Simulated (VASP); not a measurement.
```xyz
7
Lattice="2.0346 1.1747 8.5470 -2.0346 1.1747 8.5470 0.0000 -2.3493 8.5470" Properties=species:S:1:pos:R:3 pbc="T T T"
K      0.0000    -2.3493     8.5470
Cu     0.0000     0.0000    21.9086
Cu     0.0000     0.0000     3.7324
Cu     0.0000     0.0000    14.1783
Cu     0.0000     0.0000    11.4628
As     0.0000     0.0000    19.4536
As     0.0000     0.0000     6.1874
```

Calculation: PBEsol GGA, VASP's PBE PAW potentials (set 64) (plane waves; VASP). Run with 400 eV cut-off, Gaussian smearing of 0.050 eV, potentials K_sv Cu As.

### Question
Give the energies of bands 22 to 35 at the high-symmetry points, in eV from the Fermi level.

### Answer

```json
[
 {"band": "22", "Γ": "-2.54", "T": "-2.55", "H2": "-2.59", "L": "-2.58", "S0": "-2.59", "F": "-2.58"},
 {"band": "23", "Γ": "-2.54", "T": "-2.55", "H2": "-2.46", "L": "-2.46", "S0": "-2.45", "F": "-2.46"},
 {"band": "24", "Γ": "-2.28", "T": "-2.28", "H2": "-2.43", "L": "-2.45", "S0": "-2.44", "F": "-2.43"},
 {"band": "25", "Γ": "-2.28", "T": "-2.28", "H2": "-2.42", "L": "-2.32", "S0": "-2.42", "F": "-2.32"},
 {"band": "26", "Γ": "-2.17", "T": "-2.17", "H2": "-2.41", "L": "-2.27", "S0": "-2.41", "F": "-2.28"},
 {"band": "27", "Γ": "-2.17", "T": "-2.17", "H2": "-2.31", "L": "-2.19", "S0": "-2.31", "F": "-2.19"},
 {"band": "28", "Γ": "-0.32", "T": "-0.95", "H2": "-2.06", "L": "-2.17", "S0": "-2.03", "F": "-2.15"},
 {"band": "29", "Γ": "0.74", "T": "0.97", "H2": "-1.93", "L": "-1.99", "S0": "-1.96", "F": "-1.96"},
 {"band": "30", "Γ": "0.89", "T": "0.97", "H2": "-1.60", "L": "-1.92", "S0": "-1.61", "F": "-1.94"},
 {"band": "31", "Γ": "0.89", "T": "1.02", "H2": "-0.96", "L": "-1.39", "S0": "-0.96", "F": "-1.22"},
 {"band": "32", "Γ": "1.10", "T": "1.02", "H2": "-0.94", "L": "0.02", "S0": "-0.94", "F": "-0.05"},
 {"band": "33", "Γ": "1.10", "T": "1.52", "H2": "0.59", "L": "1.94", "S0": "0.58", "F": "0.88"},
 {"band": "34", "Γ": "1.77", "T": "1.65", "H2": "3.26", "L": "2.05", "S0": "3.42", "F": "2.03"},
 {"band": "35", "Γ": "2.30", "T": "3.47", "H2": "3.71", "L": "2.27", "S0": "3.54", "F": "2.12"}
]
```

It has no gap at this level: it comes out as a metal or semimetal.

The structure comes from a computed database's Cu4KAs2 entry (R-3m); how it stands against other phases isn't given here. It was relaxed first. The electron count is odd and the run is not spin-polarised, which forces a metal.
